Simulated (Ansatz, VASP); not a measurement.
## One calculation of PtN2Cl6, two programs

The input INCAR:

```
PREC = Accurate
ENCUT = 520
EDIFF = 1E-7
ISMEAR = 1
SIGMA = 0.05
LREAL = False
LASPH = True
NELM = 100
ALGO = Normal
ISIF = 2
LWAVE = False
LCHARG = False
GGA = PE
NBANDS = 41
```

Contents of KPOINTS:

```
regular mesh
0
Gamma
  4 4 4
```

File POSCAR:

```
PtN2Cl6
1.0
    0.0000000000      4.8119010000      4.8119010000
    4.8119010000      0.0000000000      4.8119010000
    4.8119010000      4.8119010000      0.0000000000
Pt N Cl
1 2 6
Direct
    0.0000000000      0.0000000000      0.0000000000
    0.7500000000      0.7500000000      0.7500000000
    0.2500000000      0.2500000000      0.2500000000
    0.7594320000      0.7594320000      0.2405680000
    0.2405680000      0.7594320000      0.2405680000
    0.7594320000      0.2405680000      0.2405680000
    0.2405680000      0.2405680000      0.7594320000
    0.7594320000      0.2405680000      0.7594320000
    0.2405680000      0.7594320000      0.7594320000
```

Input for Ansatz:

```yaml
crystal:
  lattice:
    - [0.0, 4.811901, 4.811901]
    - [4.811901, 0.0, 4.811901]
    - [4.811901, 4.811901, 0.0]
  atoms:
    - { symbol: Pt, position: [0.0, 0.0, 0.0] }
    - { symbol: "N", position: [0.75, 0.75, 0.75] }
    - { symbol: "N", position: [0.25, 0.25, 0.25] }
    - { symbol: Cl, position: [0.759432, 0.759432, 0.240568] }
    - { symbol: Cl, position: [0.240568, 0.759432, 0.240568] }
    - { symbol: Cl, position: [0.759432, 0.240568, 0.240568] }
    - { symbol: Cl, position: [0.240568, 0.240568, 0.759432] }
    - { symbol: Cl, position: [0.759432, 0.240568, 0.759432] }
    - { symbol: Cl, position: [0.240568, 0.759432, 0.759432] }
kpoints:
  mp_grid:
    grid: [4, 4, 4]
hamiltonian:
  xc: pbe
scf:
  occupations:
    method: cold
    width: 0.05
basis:
  ecutwfc: "18 Ha"
output:
  forces: true
  stress: true
```

The cell comes from a database or a generator and needn't be the stable form of this composition.

Alike in both runs: task single point; functional PBE; k mesh 4 × 4 × 4; no spin polarisation.

|  | VASP | Ansatz |
| --- | --- | --- |
| version | VASP 6.6.1 | Ansatz 0.2.0 |
| potentials or method | VASP PAW PBE potentials, release 64 (Pt, N, Cl) | plane waves, PAW |
| plane-wave cutoff (eV) | 520 | 490 |
| occupations | methfessel-paxton of order 1, width 0.05 eV | cold, width 0.05 eV |
| valence electrons in the cell | 62 | 70 |

```tsv
	VASP	Ansatz	Ansatz less VASP
pressure (GPa)	-2.5	-2.3	+0.22
rms of the force components (eV/Å)	0.058	0.037	-0.0209
```

Atom by atom the forces differ by 0.021 eV/Å (rms over components). The two sets of potentials don't hold the same shells in valence.

Spin-orbit coupling is left out, which matters for the levels of Pt.
